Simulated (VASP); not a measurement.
Consider the following.

```xyz
64
Lattice="7.1466 0.0000 0.0000 0.0000 7.1466 0.0000 0.0000 0.0000 7.1466" Properties=species:S:1:pos:R:3 pbc="T T T"
C      3.5733     0.0000     0.0000
C      4.4666     0.8933     0.8933
C      5.3599     1.7866     0.0000
C      6.2532     2.6800     0.8933
C      5.3599     0.0000     1.7866
C      6.2532     0.8933     2.6800
C      0.0000     0.0000     0.0000
C      0.8933     0.8933     0.8933
C      1.7866     1.7866     0.0000
C      2.6800     2.6800     0.8933
C      3.5733     3.5733     0.0000
C      4.4666     4.4666     0.8933
C      5.3599     5.3599     0.0000
C      6.2532     6.2532     0.8933
C      1.7866     0.0000     1.7866
C      2.6800     0.8933     2.6800
C      3.5733     1.7866     1.7866
C      4.4666     2.6800     2.6800
C      5.3599     3.5733     1.7866
C      6.2532     4.4666     2.6800
C      3.5733     0.0000     3.5733
C      4.4666     0.8933     4.4666
C      5.3599     1.7866     3.5733
C      6.2532     2.6800     4.4666
C      5.3599     0.0000     5.3599
C      6.2532     0.8933     6.2532
C      0.0000     3.5733     0.0000
C      0.8933     4.4666     0.8933
C      1.7866     5.3599     0.0000
C      2.6800     6.2532     0.8933
C      0.0000     1.7866     1.7866
C      0.8933     2.6800     2.6800
C      1.7866     3.5733     1.7866
C      2.6800     4.4666     2.6800
C      3.5733     5.3599     1.7866
C      4.4666     6.2532     2.6800
C      0.0000     0.0000     3.5733
C      0.8933     0.8933     4.4666
C      1.7866     1.7866     3.5733
C      2.6800     2.6800     4.4666
C      3.5733     3.5733     3.5733
C      4.4666     4.4666     4.4666
C      5.3599     5.3599     3.5733
C      6.2532     6.2532     4.4666
C      1.7866     0.0000     5.3599
C      2.6800     0.8933     6.2532
C      3.5733     1.7866     5.3599
C      4.4666     2.6800     6.2532
C      5.3599     3.5733     5.3599
C      6.2532     4.4666     6.2532
C      0.0000     5.3599     1.7866
C      0.8933     6.2532     2.6800
C      0.0000     3.5733     3.5733
C      0.8933     4.4666     4.4666
C      1.7866     5.3599     3.5733
C      2.6800     6.2532     4.4666
C      0.0000     1.7866     5.3599
C      0.8933     2.6800     6.2532
C      1.7866     3.5733     5.3599
C      2.6800     4.4666     6.2532
C      3.5733     5.3599     5.3599
C      4.4666     6.2532     6.2532
C      0.0000     5.3599     5.3599
C      0.8933     6.2532     6.2532
```

Computed with PBE GGA, VASP's PBE PAW potentials (set 64) (plane waves; VASP 6.6.1). Run with PREC = Normal, LREAL = Auto, EDIFF = 1E-5, 400 eV cut-off, 1×1×1 Γ-centred mesh, Gaussian smearing of 0.050 eV, potentials C.

At this cut-off the stress carries a Pulay error, which pulls relaxed volumes low. The supercell is sampled at Γ alone, which is coarse: total energies, pressure and levels can be off, energies of defects by several tenths of an eV.

Q: Estimate the energy per atom (σ→0), pressure.

A: 
```
Item                           Result
---------------------  --------------
energy per atom (σ→0)  -9005 meV/atom
pressure                    -1.89 GPa
```

The absolute energy has meaning only against runs of the same code, potentials and settings.

The cell is a supercell, built from C (diamond).
